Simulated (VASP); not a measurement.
Shape and ions are relaxed at each volume.

Energy against volume of SiC (wurtzite). These are vdW-DF2, VASP's PBE PAW potentials (set 64) (plane waves; VASP) values and carry that method's errors.

```csv
V (Å³/atom),E (eV/atom)
10.191,-5.77858
10.516,-5.79821
10.842,-5.80433
11.167,-5.79881
11.492,-5.78332
```

Fit a third-order Birch-Murnaghan equation of state.

| Item | Value |
|---|---|
| volume per atom | 10.84 Å^3/atom |
| bulk modulus | 190 GPa |
| pressure derivative of the bulk modulus | 4.04 |

The compound is SiC in the wurtzite structure, the rare 2H polytype. It was relaxed first.
